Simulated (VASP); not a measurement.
Given:

```xyz
2
Lattice="0.0000 2.6871 2.6871 2.6871 0.0000 2.6871 2.6871 2.6871 0.0000" Properties=species:S:1:pos:R:3 pbc="T T T"
P      4.0307     4.0307     4.0307
P      2.6871     2.6871     2.6871
```

Method: PBEsol GGA, VASP's PBE PAW potentials (set 64) (plane waves; VASP). Numerical set-up: 400 eV cut-off, 13×13×13 Γ-centred mesh, tetrahedra with Blöchl corrections, potentials P.

Task: Estimate the energy per atom (σ→0), band gap (on the k-mesh) with the smallest direct gap where there is one.

Result: 
| Property | Result |
|---|---|
| band gap (on the k-mesh) | none (metal, semimetal or under 0.01 eV) |
| energy per atom (σ→0) | -5.220 eV/atom |

Total energies compare only between runs with the same potentials, cut-off and functional.

The structure was generated: P was put into the diamond type (Fd-3m), which need not be its known phase. It was relaxed first, which changed the volume by +29 %.
